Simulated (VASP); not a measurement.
The system is SeH2, in a box.

```xyz
3
Lattice="12.4611 0.0000 0.0000 0.0000 12.9611 0.0000 0.0000 0.0000 13.4611" Properties=species:S:1:pos:R:3 pbc="T T T"
Se    6.5543    6.5926    6.1476
H     6.3600    5.4935    7.1210
H     5.7399    7.4983    6.9901
```

Base run:

| Property | Result |
| --- | --- |
| Program | VASP 6.6.1 |
| Functional | PBE |
| Potentials or basis | VASP PAW PBE potentials, release 64 (Se, H) |
| Cutoff | 400 eV |
| k mesh | 1 × 1 × 1 |
| Occupations | gaussian, width 0.01 eV |
| Spin | no spin polarisation |

Its results: gap between the frontier levels 4.79 eV; largest force 0.019 eV/Å.

The run is repeated on the same cell with these changes: functional from PBE to RPBE. What comes out?

Gap between the frontier levels 4.72 eV; largest force 0.065 eV/Å.

Caveats: the PAW data sets were made with another functional, which shifts forces and pressure a little (some runs).

A k mesh can miss the band edges.

Not every run made on this cell is shown here.
